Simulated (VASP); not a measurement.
Computed with PW91 GGA, VASP's PBE PAW potentials (set 64) (plane waves; VASP).

VASP ran on this input.

KPOINTS:
```
Automatic
0
G
8 8 2
0 0 0
```

### INCAR
```
ALGO  =  Normal
EDIFF  =  1E-7
ENCUT  =  520
GGA  =  91
ISIF  =  2
ISMEAR  =  -5
LASPH  =  .TRUE.
LCHARG  =  .TRUE.
LEFG  =  .TRUE.
LMAXMIX  =  4
LORBIT  =  11
LREAL  =  .FALSE.
LWAVE  =  .FALSE.
NEDOS  =  601
NELM  =  100
PREC  =  Accurate
SYSTEM  =  MoTe2
```

### POSCAR
```
MoTe2
29.594980
  0.0602033849  -0.1042753067   0.0000000000
  0.0602033849   0.1042753067   0.0000000000
  0.0000000000   0.0000000000   0.5000000050
Te Mo
4 2
direct
  0.3333330000   0.6666670000   0.8723333228
  0.6666670000   0.3333330000   0.3723333228
  0.6666670000   0.3333330000   0.1276666772
  0.3333330000   0.6666670000   0.6276666772
  0.3333330000   0.6666670000   0.2500000000
  0.6666670000   0.3333330000   0.7500000000
```

POTCAR, in this order: Te Mo_sv (PBE.64 set). Program: vasp_std.

The run wrote:

File OSZICAR:
```
       N       E                     dE             d eps       ncg     rms          rms(c)
DAV:   1     0.403977806125E+03    0.40398E+03   -0.27117E+04  1464   0.149E+03
DAV:   2    -0.131054923414E+02   -0.41708E+03   -0.40887E+03  1591   0.342E+02
DAV:   3    -0.366419915422E+02   -0.23536E+02   -0.23273E+02  1497   0.688E+01
DAV:   4    -0.374154041306E+02   -0.77341E+00   -0.76941E+00  1582   0.119E+01
DAV:   5    -0.374432050604E+02   -0.27801E-01   -0.27784E-01  1580   0.227E+00    0.205E+01
DAV:   6    -0.367006500076E+02    0.74256E+00   -0.11331E+01  1414   0.160E+01    0.885E+00
DAV:   7    -0.365298974605E+02    0.17075E+00   -0.10344E+01  1407   0.129E+01    0.656E+00
DAV:   8    -0.360954298955E+02    0.43447E+00   -0.17840E+00  1560   0.608E+00    0.280E+00
DAV:   9    -0.360897334632E+02    0.56964E-02   -0.32465E-01  1624   0.252E+00    0.105E+00
DAV:  10    -0.360833836309E+02    0.63498E-02   -0.47511E-02  1611   0.109E+00    0.262E-01
DAV:  11    -0.360837839122E+02   -0.40028E-03   -0.19931E-03  1492   0.247E-01    0.143E-01
DAV:  12    -0.360837301056E+02    0.53807E-04   -0.13668E-04  1498   0.648E-02    0.885E-02
DAV:  13    -0.360837265662E+02    0.35395E-05   -0.12167E-04  1631   0.553E-02    0.263E-02
DAV:  14    -0.360837281890E+02   -0.16229E-05   -0.40713E-06  1474   0.942E-03    0.237E-02
DAV:  15    -0.360837283231E+02   -0.13413E-06   -0.12938E-06  1325   0.539E-03    0.934E-03
DAV:  16    -0.360837280534E+02    0.26971E-06   -0.64679E-07  1456   0.373E-03    0.292E-03
DAV:  17    -0.360837281158E+02   -0.62375E-07   -0.12228E-07   998   0.163E-03
   1 F= -.36083728E+02 E0= -.36083728E+02  d E =0.000000E+00
```

File OUTCAR:
```
------------------------ aborting loop because EDIFF is reached ----------------------------------------
  FORCE on cell =-STRESS in cart. coord.  units (eV):
  Direction    XX          YY          ZZ          XY          YZ          ZX
  --------------------------------------------------------------------------------------
  Total        0.0850835      0.0850835      0.0864917      0.0000000     -0.0000000      0.0000000
  in kB        0.8377209      0.8377207      0.8515854      0.0000000     -0.0000000      0.0000000
  external PRESSURE =       0.8423424 kB  Pullay stress =       0.0000000 kB
  volume of cell :      162.73
      direct lattice vectors                 reciprocal lattice vectors
     1.781717972 -3.086025616  0.000000000     0.280628027 -0.162020690  0.000000000
     1.781717972  3.086025616  0.000000000     0.280628027  0.162020690  0.000000000
     0.000000000  0.000000000 14.797490148     0.000000000  0.000000000  0.067579028
 POSITION                                       TOTAL-FORCE (eV/Angst)
 -----------------------------------------------------------------------------------
      1.78172      1.02868     12.90834        -0.000000      0.000000     -0.009751
      1.78172     -1.02868      5.50960        -0.000000     -0.000000     -0.009751
      1.78172     -1.02868      1.88915        -0.000000     -0.000000      0.009751
      1.78172      1.02868      9.28789        -0.000000     -0.000000      0.009751
      1.78172      1.02868      3.69937         0.000000      0.000000      0.000000
      1.78172     -1.02868     11.09812         0.000000      0.000000      0.000000
 -----------------------------------------------------------------------------------
    total drift:                               -0.000000      0.001664     -0.000023
  FREE ENERGIE OF THE ION-ELECTRON SYSTEM (eV)
  ---------------------------------------------------
  free  energy   TOTEN  =       -36.0837281158 eV

  energy  without entropy=      -36.0837281158  energy(sigma->0) =      -36.08372812

 total charge

# of ion       s       p       d       tot
------------------------------------------
    1        1.389   1.971   0.058   3.418
    2        1.389   1.971   0.058   3.418
    3        1.389   1.971   0.058   3.418
    4        1.389   1.971   0.058   3.418
    5        2.249   6.138   3.963  12.350
    6        2.249   6.138   3.963  12.350
--------------------------------------------------
tot         10.055  20.157   8.159  38.371

 Electric field gradients after diagonalization (V/A^2)
 (convention: |V_zz| > |V_xx| > |V_yy|)
----------------------------------------------------------------------
 ion       V_xx      V_yy      V_zz     asymmetry (V_yy - V_xx)/ V_zz
----------------------------------------------------------------------
   1      92.555    92.555  -185.110       0.000
   2      92.555    92.555  -185.110       0.000
   3      92.555    92.555  -185.110       0.000
   4      92.555    92.555  -185.110       0.000
   5      36.767    36.761   -73.529       0.000
   6      36.767    36.761   -73.529       0.000
```
(Selected blocks of OUTCAR.)

Without a dispersion term in the relaxation, distances and binding between the weakly bound layers, chains or molecules are unreliable, and so is what depends on them.

The compound is MoTe2 in the 2H layered structure. It was relaxed first, which changed the volume by +9 %.
